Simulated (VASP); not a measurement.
All values below come from LDA (Ceperley-Alder, Perdew-Zunger), VASP's LDA PAW potentials (set 64) (plane waves; VASP).

The input files of a VASP run:

INCAR:
```
LCHARG = .FALSE.
LWAVE = .FALSE.
LASPH = .TRUE.
ALGO = Normal
ISMEAR = 0
PREC = Accurate
SIGMA = 0.05   ! width (eV)
NELM = 100
SYSTEM = GaN
NSW = 40   ! most ionic steps
LREAL = .FALSE.
LMAXMIX = 4
ENCUT = 620   ! plane-wave cut-off (eV)
ISIF = 3
EDIFFG = -0.02
PSTRESS = 200
EDIFF = 1E-6   ! SCF stop (eV)
IBRION = 2   ! conjugate gradients
```

### POSCAR
```
GaN
1
    0.0000000000     2.1982116233     2.1982116233
    2.1982116233     0.0000000000     2.1982116233
    2.1982116233     2.1982116233     0.0000000000
Ga N
1 1
Direct
  0.0000000000   0.0000000000   0.0000000000
  0.2500000000   0.2500000000   0.2500000000
```

### KPOINTS
```
Automatic
0
Gamma
  10 10 10
```

POTCAR, in this order: Ga_d N (LDA.64 set). Program: vasp_std.

Problem. What will the output report for the number of irreducible k-points (NKPTS), largest plane-wave count, number of space-group operations, FFT grid (NGX, NGY, NGZ)?

Solution. 
```json
{
 "number of irreducible k-points (NKPTS)": "47",
 "largest_plane_wave_count": "757",
 "number_of_space_group_operations": "24",
 "FFT grid (NGX, NGY, NGZ)": "28 × 28 × 28"
}
```

The compound is GaN in the zinc blende structure, a metastable form; wurtzite is the usual one. This run relaxes it under an external pressure of 20 GPa. Symmetry was kept, so distortions that lower it aren't found.
